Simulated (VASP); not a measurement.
Output of a VASP run:

### OSZICAR
```
       N       E                     dE             d eps       ncg     rms          rms(c)
DAV:   1     0.544016126042E+02    0.54402E+02   -0.69809E+03  1698   0.130E+03
DAV:   2    -0.123421676824E+02   -0.66744E+02   -0.63542E+02  1826   0.235E+02
DAV:   3    -0.141109997691E+02   -0.17688E+01   -0.17212E+01  1958   0.365E+01
DAV:   4    -0.141240587892E+02   -0.13059E-01   -0.13035E-01  1796   0.311E+00
DAV:   5    -0.141241285908E+02   -0.69802E-04   -0.69798E-04  1842   0.258E-01    0.186E+01
DAV:   6    -0.132400793861E+02    0.88405E+00   -0.10800E+01  1682   0.269E+01    0.109E+01
DAV:   7    -0.129801556889E+02    0.25992E+00   -0.11202E+00  1682   0.965E+00    0.646E+00
DAV:   8    -0.129596216477E+02    0.20534E-01   -0.58534E-02  1780   0.200E+00    0.705E-01
DAV:   9    -0.129547754479E+02    0.48462E-02   -0.13178E-02  1704   0.995E-01    0.206E-01
DAV:  10    -0.129544354555E+02    0.33999E-03   -0.17755E-03  1762   0.314E-01    0.171E-02
DAV:  11    -0.129544381329E+02   -0.26773E-05   -0.22495E-05  1756   0.529E-02    0.728E-03
DAV:  12    -0.129544380604E+02    0.72477E-07   -0.10963E-06  1794   0.806E-03    0.361E-03
DAV:  13    -0.129544379668E+02    0.93557E-07   -0.26713E-07   950   0.496E-03
   1 F= -.12954438E+02 E0= -.12954401E+02  d E =-.110511E-03
```

File OUTCAR:
```
------------------------ aborting loop because EDIFF is reached ----------------------------------------
  FORCE on cell =-STRESS in cart. coord.  units (eV):
  Direction    XX          YY          ZZ          XY          YZ          ZX
  --------------------------------------------------------------------------------------
  Total        0.0063929      0.0063929      0.0063929      0.0000000     -0.0000000      0.0000000
  in kB        0.4761308      0.4761308      0.4761308      0.0000000     -0.0000000      0.0000000
  external PRESSURE =       0.4761308 kB  Pullay stress =       0.0000000 kB
  volume of cell :       21.51
      direct lattice vectors                 reciprocal lattice vectors
     2.781168013  0.000000000  0.000000000     0.359561161  0.000000000  0.000000000
     0.000000000  2.781168013  0.000000000     0.000000000  0.359561161  0.000000000
     0.000000000  0.000000000  2.781168013     0.000000000  0.000000000  0.359561161
 POSITION                                       TOTAL-FORCE (eV/Angst)
 -----------------------------------------------------------------------------------
      0.00000      0.00000      0.00000         0.000000      0.000000      0.000000
      1.39058      1.39058      1.39058         0.000000      0.000000      0.000000
 -----------------------------------------------------------------------------------
    total drift:                                0.000000      0.000000      0.000000
  FREE ENERGIE OF THE ION-ELECTRON SYSTEM (eV)
  ---------------------------------------------------
  free  energy   TOTEN  =       -12.9544379668 eV

  energy  without entropy=      -12.9543274561  energy(sigma->0) =      -12.95440113
```
(Selected blocks of OUTCAR.)

**POSCAR**
```
BPt
1
    2.7811680132     0.0000000000    -0.0000000000
   -0.0000000000     2.7811680132    -0.0000000000
    0.0000000000    -0.0000000000     2.7811680132
Pt B
1 1
Direct
  0.0000000000   0.0000000000   0.0000000000
  0.5000000000   0.5000000000   0.5000000000
```

**Question.** Write an INCAR and KPOINTS that could have produced this output.

**Answer.** Several could match; the one computed here: the input of the run itself, PBEsol GGA, plane waves, VASP's PBE PAW potentials (set 64).

**KPOINTS**
```
Automatic mesh
0
G
  12 12 12
0 0 0
```

### INCAR
```
SYSTEM = BPt
PREC = Accurate; ENCUT = 600; LREAL = F
LASPH = T
EDIFF = 1E-7; NELM = 100; ALGO = Normal
LMAXMIX = 6
ISMEAR = 1; SIGMA = 0.1
GGA = PS
ISIF = 2
LWAVE = F; LCHARG = F
```

POTCAR, in this order: Pt B (PBE.64 set). Program: vasp_std.

The structure was generated: BPt was put into the CsCl type (Pm-3m), which need not be its known phase. It was relaxed first. The electron count is odd and the run is not spin-polarised, which forces a metal.
